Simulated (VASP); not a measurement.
These are LDA (Ceperley-Alder, Perdew-Zunger), VASP's LDA PAW potentials (set 64) (plane waves; VASP) values and carry that method's errors.

VASP input:

**INCAR**
```
SYSTEM=SiC
PREC=Accurate; ENCUT=520; LREAL=.FALSE.
LASPH=.TRUE.; ICHARG=11
EDIFF=1E-7; NELM=100; ALGO=Normal
ISMEAR=0; SIGMA=0.05
LWAVE=.FALSE.; LCHARG=.FALSE.; LORBIT=11
```

**KPOINTS**
```
k-points along high-symmetry lines
10
Line-mode
Reciprocal
  0.000000   0.000000   0.000000 ! GAMMA
  0.500000   0.000000   0.000000 ! M

  0.500000   0.000000   0.000000 ! M
  0.333333   0.333333   0.000000 ! K

  0.333333   0.333333   0.000000 ! K
  0.000000   0.000000   0.000000 ! GAMMA

  0.000000   0.000000   0.000000 ! GAMMA
  0.000000   0.000000   0.500000 ! A

  0.000000   0.000000   0.500000 ! A
  0.500000   0.000000   0.500000 ! L

  0.500000   0.000000   0.500000 ! L
  0.333333   0.333333   0.500000 ! H

  0.333333   0.333333   0.500000 ! H
  0.000000   0.000000   0.500000 ! A

  0.500000   0.000000   0.500000 ! L
  0.500000   0.000000   0.000000 ! M

  0.333333   0.333333   0.500000 ! H
  0.333333   0.333333   0.000000 ! K
```

POSCAR:
```
SiC
1
    3.0580584426     0.0000000000     0.0000000000
   -1.5290292213     2.6483565548     0.0000000000
    0.0000000000     0.0000000000     5.0199070266
Si C
2 2
Direct
  0.3333330000   0.6666670000   0.4995705109
  0.6666670000   0.3333330000   0.9995705109
  0.3333330000   0.6666670000   0.8754294891
  0.6666670000   0.3333330000   0.3754294891
```

POTCAR, in this order: Si C (LDA.64 set). Program: vasp_std. Read from the step before: CHGCAR.

What VASP printed:

**OSZICAR**
```
       N       E                     dE             d eps       ncg     rms          rms(c)
DAV:   1     0.315777308617E+02    0.31578E+02   -0.73682E+03  2160   0.119E+03
DAV:   2    -0.293273999155E+02   -0.60905E+02   -0.55820E+02  3208   0.179E+02
DAV:   3    -0.319190229551E+02   -0.25916E+01   -0.25728E+01  2808   0.365E+01
DAV:   4    -0.319488609591E+02   -0.29838E-01   -0.29800E-01  2676   0.457E+00
DAV:   5    -0.319493624551E+02   -0.50150E-03   -0.50138E-03  2696   0.546E-01
DAV:   6    -0.319493780996E+02   -0.15645E-04   -0.15643E-04  2704   0.852E-02
DAV:   7    -0.319493785849E+02   -0.48532E-06   -0.48529E-06  2672   0.131E-02
DAV:   8    -0.319493786067E+02   -0.21772E-07   -0.21798E-07  2132   0.230E-03
   1 F= -.31949379E+02 E0= -.31949379E+02  d E =-.255565E-12
```

### OUTCAR
```
 val. band max:        8.4120393113   @ k =   0.0000   0.0000   0.0000

 cond. band min:      10.5319349969   @ k =   0.3333   0.3333   0.0000



 k-point     1 :       0.0000    0.0000    0.0000
  band No.  band energies     occupation
      1      -7.2054      2.00000
      2      -3.5252      2.00000
      3      -0.4040      2.00000
      4       7.0891      2.00000
      5       7.0892      2.00000
      6       8.2983      2.00000
      7       8.4120      2.00000
      8       8.4120      2.00000
      9      13.3247      0.00000
     10      14.8107      0.00000
     11      15.0700      0.00000
     12      15.0700      0.00000

 k-point     2 :       0.0556    0.0000    0.0000
  band No.  band energies     occupation
      1      -7.1508      2.00000
      2      -3.4782      2.00000
      3      -0.3533      2.00000
      4       6.7654      2.00000
      5       6.9885      2.00000
      6       8.1951      2.00000
      7       8.2748      2.00000
      8       8.3845      2.00000
      9      13.5428      0.00000
     10      14.7224      0.00000
     11      15.1156      0.00000
     12      15.1868      0.00000

 k-point     3 :       0.1111    0.0000    0.0000
  band No.  band energies     occupation
      1      -6.9877      2.00000
      2      -3.3388      2.00000
      3      -0.2026      2.00000
      4       5.9508      2.00000
      5       6.7280      2.00000
      6       7.6469      2.00000
      7       8.1503      2.00000
      8       8.2903      2.00000
      9      13.7202      0.00000
     10      14.7590      0.00000
     11      15.3185      0.00000
     12      15.4984      0.00000

 k-point     4 :       0.1667    0.0000    0.0000
  band No.  band energies     occupation
      1      -6.7178      2.00000
      2      -3.1123      2.00000
      3       0.0427      2.00000
      4       4.8986      2.00000
      5       6.3871      2.00000
      6       6.8603      2.00000
      7       7.9359      2.00000
...
```

The density is held fixed in this step, so its total energy and stress have no physical meaning.

The structure comes from a computed database's SiC entry (P6_3mc); how it stands against other phases isn't given here. It was relaxed first.
